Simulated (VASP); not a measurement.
# Re3P (Pm-3m) in VASP: equation of state

Aim: energy against volume of Re3P in PBE, for its equilibrium volume and stiffness.

Everything below comes from runs of VASP 6.6.1. Logs are shortened: lines on timing, memory, paths and dates and some standing lists are left out, and cuts for length are marked.

## (1) The structure

The structure is cubic, space group Pm-3m (No. 221). The conventional cell has a = 3.853 Å, b = 3.853 Å, c = 3.853 Å, α = 90.00°, β = 90.00°, γ = 90.00°. Around Re (site symmetry 4/mmm) lie 8 Re at 2.72 Å and 4 P at 2.72 Å. P (site symmetry m-3m) has 12 Re at 2.72 Å as nearest neighbours.

The cell was built by a generator and needn't be a form met in nature.

## (2) Equation of state, PBE, 13.44 Å³/atom (volume scaled by 0.94)

The input, INCAR:

```
ALGO = Normal
EDIFF = 1E-7
ENCUT = 520
GGA = PE
ISIF = 2
ISMEAR = -1
LASPH = T
LCHARG = F
LREAL = F
LWAVE = F
NBANDS = 21
NELM = 80
PREC = Accurate
SIGMA = 0.05
```

The input, KPOINTS:

```
k-points
0
Gamma
  7 7 7
```

The input, POSCAR:

```
Re3P
1.0
    3.7741787472      0.0000000000      0.0000000000
    0.0000000000      3.7741787472      0.0000000000
    0.0000000000      0.0000000000      3.7741787472
Re P
3 1
Direct
    0.5000000000      0.5000000000      0.0000000000
    0.5000000000      0.0000000000      0.5000000000
    0.0000000000      0.5000000000      0.5000000000
    0.0000000000      0.0000000000      0.0000000000
```

Potentials or basis: VASP PAW PBE potentials, release 64 (Re, P).

On the command line:

```console
cat potpaw_PBE.64/Re/POTCAR potpaw_PBE.64/P/POTCAR > POTCAR
mpirun -np 1 vasp_std > vasp.out
```

OUTCAR:

```text
EDIFF = 1E-7
   ENCUT = 520
   GGA = PE
   ISIF = 2
   ISMEAR = -1
   LASPH = T
   LREAL = F
   NELM = 80
   PREC = Accurate

 Found     20 irreducible k-points:

 Following reciprocal coordinates:
            Coordinates               Weight
  0.000000  0.000000  0.000000      1.000000
  0.142857  0.000000  0.000000      6.000000
  0.285714  0.000000  0.000000      6.000000
  0.428571  0.000000  0.000000      6.000000
  0.142857  0.142857  0.000000     12.000000
  0.285714  0.142857  0.000000     24.000000
   k-points           NKPTS =     20   k-points in BZ     NKDIM =     20   number of bands    NBANDS=     21
   number of dos      NEDOS =    301   number of ions     NIONS =      4
   total plane-waves  NPLWV =  21952
   dimension x,y,z NGX =    28 NGY =   28 NGZ =   28
   dimension x,y,z NGXF=    56 NGYF=   56 NGZF=   56
   ions per type =               3   1
   NGX,Y,Z   is equivalent  to a cutoff of  12.33, 12.33, 12.33 a.u.
   NGXF,Y,Z  is equivalent  to a cutoff of  24.67, 24.67, 24.67 a.u.
 SYSTEM =  unknown system
   PREC   = accura    normal or accurate (medium, high low for compatibility)
   ISTART =      0    job   : 0-new  1-cont  2-samecut
   ICHARG =      2    charge: 1-file 2-atom 10-const
   ISPIN  =      1    spin polarized calculation?
   LNONCOLLINEAR =      F non collinear calculations
   LSORBIT =      F    spin-orbit coupling
   LASPH  =      T    aspherical Exc in radial PAW
   ENCUT  =  520.0 eV  38.22 Ry    6.18 a.u.   7.02  7.02  7.02*2*pi/ulx,y,z
   NELM   =     80;   NELMIN=  2; NELMDL= -5     # of ELM steps
   EDIFF  = 0.1E-06   stopping-criterion for ELM
   LREAL  =      F    real-space projection
   EDIFFG = 0.1E-05   stopping-criterion for IOM
   NSW    =      0    number of steps for IOM
   IBRION =     -1    ionic relax: 0-MD 1-quasi-New 2-CG
   NFREE  =      0    steps in history (QN), initial steepest desc. (CG)
   ISIF   =      2    stress and relaxation
   ISYM   =      2    0-nonsym 1-usesym 2-fastsym
   POTIM  = 0.5000    time-step for ionic-motion
   TEBEG  =    0.0;   TEEND  =   0.0 temperature during run
   PSTRESS=    0.0 pullay stress
   NELECT =      26.0000    total number of electrons
   NUPDOWN=      -1.0000    fix difference up-down
   EMIN   =  10.00;   EMAX   =-10.00  energy-range for DOS
   EFERMI =   0.00;   METHOD = LEGACY
   ISMEAR =    -1;   SIGMA  =   0.05  broadening in eV -4-tet -1-fermi 0-gaus
   EFERMI_NEDOS =   21; number of points for ismear=-14 and -15
   IALGO  =     38    algorithm
   IMIX   =      4    mixing-type and parameters
     AMIX     =   0.40;   BMIX     =  1.00
     AMIX_MAG =   1.60;   BMIX_MAG =  1.00
  volume/ion in A,a.u.               =      13.44        90.70
  Fermi-wavevector in a.u.,A,eV,Ry     =   1.285021  2.428337 22.467006  1.651278
  Thomas-Fermi vector in A             =   2.417180
   LORBIT       =      0    0 simple, 1 ext, 2 COOP (PROOUT), +10 PAW based schemes
   GGA     = PE    functional components
   LHFCALC =     F    Hartree Fock is set to
   AEXX    =    0.0000 exact exchange contribution
   IVDW    =     0    specifies the selected vdW correction
   LEPSILON=     F    determine dielectric tensor
   LRPA    =     F    only Hartree local field effects (RPA)
 non-spin polarized calculation
  energy-cutoff  :      520.00
  volume of cell :       53.76
 maximum number of plane-waves:      1461
   NGX = 15   NGY = 15   NGZ = 15

 number of electron      25.9999994 magnetization

 Free energy of the ion-electron system (eV)
  ---------------------------------------------------
  ext. energy  EPLUGINS =         0.00000000
  ---------------------------------------------------
  free energy    TOTEN  =       -39.92029090 eV

  energy without entropy =      -39.87854649  energy(sigma->0) =      -39.89941870

 E-fermi :  10.1668     XC(G=0): -13.6375

 val. band max:       10.1655282988   @ k =   0.4286   0.2857   0.2857
 cond. band min:      10.1759769758   @ k =   0.4286   0.1429   0.0000
 fundamental gap:      0.0104486770
 Fermi energy:        10.1667879746

 k-point     1 :       0.0000    0.0000    0.0000
  band No.  band energies     occupation
      1      -4.5021      2.00000
      2       1.6264      2.00000
      3       3.8090      2.00000
      4       3.8090      2.00000
      5       4.2315      2.00000
      6       4.2315      2.00000
[... 13 lines left out ...]
     20      15.1707      0.00000
     21      18.0114      0.00000

 k-point     2 :       0.1429    0.0000    0.0000
  band No.  band energies     occupation
      1      -4.2728      2.00000
      2       1.8580      2.00000
      3       3.3767      2.00000
      4       4.1262      2.00000
      5       4.2116      2.00000
      6       4.2116      2.00000
[... 13 lines left out ...]
     20      15.1727      0.00000
     21      16.5560      0.00000

 k-point     3 :       0.2857    0.0000    0.0000
  band No.  band energies     occupation
      1      -3.6517      2.00000
      2       1.7794      2.00000
      3       2.9657      2.00000
      4       4.0790      2.00000
      5       4.0790      2.00000
      6       4.6754      2.00000
[... 13 lines left out ...]
     20      15.1770      0.00000
     21      16.0464      0.00000

 k-point     4 :       0.4286    0.0000    0.0000
  band No.  band energies     occupation
      1      -2.9430      2.00000
      2       0.7426      2.00000
      3       3.6658      2.00000
      4       3.9208      2.00000
      5       3.9208      2.00000
      6       5.0163      2.00000
[... 13 lines left out ...]
     20      15.1805      0.00000
     21      17.1711      0.00000

 k-point     5 :       0.1429    0.1429    0.0000
  band No.  band energies     occupation
      1      -4.0562      2.00000
      2       2.0592      2.00000
      3       3.4257      2.00000
      4       3.7214      2.00000
      5       4.0290      2.00000
      6       4.3223      2.00000
[... 13 lines left out ...]
     20      14.5334      0.00000
     21      16.7475      0.00000

 k-point     6 :       0.2857    0.1429    0.0000
  band No.  band energies     occupation
      1      -3.4755      2.00000
      2       1.9231      2.00000
      3       3.1030      2.00000
      4       3.7459      2.00000
      5       3.8668      2.00000
      6       4.9469      2.00000
[... 13 lines left out ...]
     20      14.2907      0.00000
     21      15.9647      0.00000

 [... further k-points ...]

------------------------ aborting loop because EDIFF is reached ----------------------------------------

  FORCE on cell =-STRESS in cart. coord.  units (eV):
  Direction    XX          YY          ZZ          XY          YZ          ZX
  --------------------------------------------------------------------------------------
  -------------------------------------------------------------------------------------
  Total        7.3675723      7.3675723      7.3675723     -0.0000000     -0.0000000      0.0000000
  in kB      219.5672647    219.5672647    219.5672647     -0.0000000     -0.0000000      0.0000000
  external PRESSURE =     219.5672647 kB  Pullay stress =       0.0000000 kB

 VOLUME and BASIS-vectors are now :
 -----------------------------------------------------------------------------
  energy-cutoff  :      520.00
  volume of cell :       53.76
      direct lattice vectors                 reciprocal lattice vectors
     3.774178747  0.000000000  0.000000000     0.264958304  0.000000000  0.000000000
     0.000000000  3.774178747  0.000000000     0.000000000  0.264958304  0.000000000
     0.000000000  0.000000000  3.774178747     0.000000000  0.000000000  0.264958304

 POSITION                                       TOTAL-FORCE (eV/Angst)
 -----------------------------------------------------------------------------------
      1.88709      1.88709      0.00000         0.000000      0.000000      0.000000
      1.88709      0.00000      1.88709         0.000000      0.000000      0.000000
      0.00000      1.88709      1.88709         0.000000      0.000000      0.000000
      0.00000      0.00000      0.00000         0.000000      0.000000      0.000000
 -----------------------------------------------------------------------------------
    total drift:                                0.000000      0.000000      0.000000

  FREE ENERGIE OF THE ION-ELECTRON SYSTEM (eV)
  ---------------------------------------------------
  free  energy   TOTEN  =       -39.9202908984 eV

  energy  without entropy=      -39.8785464944  energy(sigma->0) =      -39.89941870
```

Wall time 12 s (1 thread of AMD EPYC 9R45 (Zen 5), shared host); peak memory 0.14 GiB.

Results:

- Free energy: -39.9203 eV
- Pressure: 22.0 GPa
- Band gap on the k mesh: none (metal or under the smearing width)

## (3) Equation of state, PBE, 13.73 Å³/atom (volume scaled by 0.96)

The input, INCAR:

```
SYSTEM = Re3P
PREC = Accurate
ENCUT = 520
EDIFF = 1E-7
ISMEAR = -1
SIGMA = 0.05
LREAL = .False.
LASPH = .True.
NELM = 60
ALGO = Normal
ISIF = 2
LWAVE = .False.
LCHARG = .False.
GGA = PE
NBANDS = 21
```

The input, KPOINTS:

```
regular mesh
0
Gamma
  7 7 7
  0 0 0
```

The input, POSCAR:

```
Re3P
1.0
    3.8007583465      0.0000000000      0.0000000000
    0.0000000000      3.8007583465      0.0000000000
    0.0000000000      0.0000000000      3.8007583465
Re P
3 1
Direct
    0.5000000000      0.5000000000      0.0000000000
    0.5000000000      0.0000000000      0.5000000000
    0.0000000000      0.5000000000      0.5000000000
    0.0000000000      0.0000000000      0.0000000000
```

Potentials or basis: VASP PAW PBE potentials, release 64 (Re, P).

On the command line:

```console
cat potpaw_PBE.64/Re/POTCAR potpaw_PBE.64/P/POTCAR > POTCAR
mpirun -np 1 vasp_std > vasp.out
```

Wall time 12 s (1 thread of AMD EPYC 9R45 (Zen 5), shared host); peak memory 0.14 GiB.

The run converged. Its results:

- Free energy: -40.0489 eV
- Pressure: 14.0 GPa
- Band gap on the k mesh: none (metal or under the smearing width)

## (4) Equation of state, PBE, 14.01 Å³/atom (volume scaled by 0.98)

The input, INCAR:

```
SYSTEM = Re3P
ALGO = Normal ; EDIFF = 1E-7
ENCUT = 520 ; GGA = PE
ISIF = 2 ; ISMEAR = -1
LASPH = .TRUE. ; LCHARG = .FALSE.
LREAL = .FALSE. ; LWAVE = .FALSE.
NBANDS = 21 ; NELM = 60
PREC = Accurate ; SIGMA = 0.05
```

The input, KPOINTS:

```
k-points
0
G
  7 7 7
  0 0 0
```

The input, POSCAR:

```
Re3P
1.0
    3.8269713014      0.0000000000      0.0000000000
    0.0000000000      3.8269713014      0.0000000000
    0.0000000000      0.0000000000      3.8269713014
Re P
3 1
Direct
    0.5000000000      0.5000000000      0.0000000000
    0.5000000000      0.0000000000      0.5000000000
    0.0000000000      0.5000000000      0.5000000000
    0.0000000000      0.0000000000      0.0000000000
```

On the command line:

```console
cat potpaw_PBE.64/Re/POTCAR potpaw_PBE.64/P/POTCAR > POTCAR
mpirun -np 1 vasp_std > vasp.out
```

It took 12 s on 1 thread of AMD EPYC 9R45 (Zen 5), shared host; peak memory 0.14 GiB.

It converged, with:

```
Free energy            : -40.1239 eV
Pressure               : 6.9 GPa
Band gap on the k mesh : none (metal or under the smearing width)
```

## (5) Equation of state, PBE, 14.58 Å³/atom (volume scaled by 1.02)

The input, INCAR:

```
PREC     = Accurate       # precision mode
ENCUT    = 520            # plane-wave cutoff, eV
EDIFF    = 1E-7           # SCF threshold, eV
ISMEAR   = -1             # smearing method
SIGMA    = 0.05           # smearing width, eV
LREAL    = F              # projectors in reciprocal space
LASPH    = T              # aspherical terms in the spheres
NELM     = 60             # most SCF steps
ALGO     = Normal         # electronic algorithm
ISIF     = 2              # what is computed and relaxed
LWAVE    = F              # write WAVECAR
LCHARG   = F              # write CHGCAR
GGA      = PE             # functional
NBANDS   = 21             # bands
```

The input, KPOINTS:

```
Automatic mesh
0
Gamma
  7 7 7
```

The input, POSCAR:

```
Re3P
1.0
    3.8783461741      0.0000000000      0.0000000000
    0.0000000000      3.8783461741      0.0000000000
    0.0000000000      0.0000000000      3.8783461741
Re P
3 1
Direct
    0.5000000000      0.5000000000      0.0000000000
    0.5000000000      0.0000000000      0.5000000000
    0.0000000000      0.5000000000      0.5000000000
    0.0000000000      0.0000000000      0.0000000000
```

On the command line:

```console
cat potpaw_PBE.64/Re/POTCAR potpaw_PBE.64/P/POTCAR > POTCAR
mpirun -np 1 vasp_std > vasp.out
```

It took 13 s on 1 thread of AMD EPYC 9R45 (Zen 5), shared host; peak memory 0.15 GiB.

It converged, with:

- Free energy: -40.1356 eV
- Pressure: -5.0 GPa
- Band gap on the k mesh: none (metal or under the smearing width)

## (6) Equation of state, PBE, 14.87 Å³/atom (volume scaled by 1.04)

The input, INCAR:

```
SYSTEM = Re3P
  PREC = Accurate
  ENCUT = 520
  EDIFF = 1E-7
  ISMEAR = -1
  SIGMA = 0.05
  LREAL = .False.
  LASPH = .True.
  NELM = 60
  ALGO = Normal
  ISIF = 2
  LWAVE = .False.
  LCHARG = .False.
  GGA = PE
  NBANDS = 21
```

The input, KPOINTS:

```
Automatic mesh
0
Gamma
  7 7 7
  0 0 0
```

The input, POSCAR:

```
Re3P
1.0
    3.9035309458      0.0000000000      0.0000000000
    0.0000000000      3.9035309458      0.0000000000
    0.0000000000      0.0000000000      3.9035309458
Re P
3 1
Direct
    0.5000000000      0.5000000000      0.0000000000
    0.5000000000      0.0000000000      0.5000000000
    0.0000000000      0.5000000000      0.5000000000
    0.0000000000      0.0000000000      0.0000000000
```

Potentials or basis: VASP PAW PBE potentials, release 64 (Re, P).

On the command line:

```console
cat potpaw_PBE.64/Re/POTCAR potpaw_PBE.64/P/POTCAR > POTCAR
mpirun -np 1 vasp_std > vasp.out
```

It took 14 s on 1 thread of AMD EPYC 9R45 (Zen 5), shared host; peak memory 0.14 GiB.

Results (log left out):

| Item | Value |
| --- | --- |
| Free energy | -40.0820 eV |
| Pressure | -10.1 GPa |
| Band gap on the k mesh | none (metal or under the smearing width) |

## (7) Equation of state, PBE, 15.16 Å³/atom (volume scaled by 1.06)

The input, INCAR:

```
PREC = Accurate
ENCUT = 520
EDIFF = 1E-7
ISMEAR = -1
SIGMA = 0.05
LREAL = False
LASPH = True
NELM = 80
ALGO = Normal
ISIF = 2
LWAVE = False
LCHARG = False
GGA = PE
NBANDS = 21
```

The input, KPOINTS:

```
Automatic mesh
0
Gamma
  7 7 7
```

The input, POSCAR:

```
Re3P
1.0
    3.9283948706      0.0000000000      0.0000000000
    0.0000000000      3.9283948706      0.0000000000
    0.0000000000      0.0000000000      3.9283948706
Re P
3 1
Direct
    0.5000000000      0.5000000000      0.0000000000
    0.5000000000      0.0000000000      0.5000000000
    0.0000000000      0.5000000000      0.5000000000
    0.0000000000      0.0000000000      0.0000000000
```

On the command line:

```console
cat potpaw_PBE.64/Re/POTCAR potpaw_PBE.64/P/POTCAR > POTCAR
mpirun -np 1 vasp_std > vasp.out
```

Run time: 14 s. Hardware: 1 thread of AMD EPYC 9R45 (Zen 5), shared host; peak memory 0.15 GiB.

It converged, with:

* Free energy: -39.9947 eV
* Pressure: -14.5 GPa
* Band gap on the k mesh: none (metal or under the smearing width)

## (8) Equation of state, PBE

Potentials or basis: VASP PAW PBE potentials, release 64 (Re, P).

This step only gathers the single runs of the series.

What came out:

```
Equilibrium volume                      : 14.33 Å³/atom
Bulk modulus                            : 295 GPa
Pressure derivative of the bulk modulus : 4.7
```

Energy against volume, from the lowest point:
| volume (Å³/atom) | energy (meV/atom) |
| --- | --- |
| 13.440 | 57.71 |
| 13.726 | 25.56 |
| 14.012 | 6.80 |
| 14.298 | 0.00 |
| 14.584 | 3.87 |
| 14.870 | 17.27 |
| 15.156 | 39.11 |

The run has no spin-orbit coupling, so splittings on Re are missing.
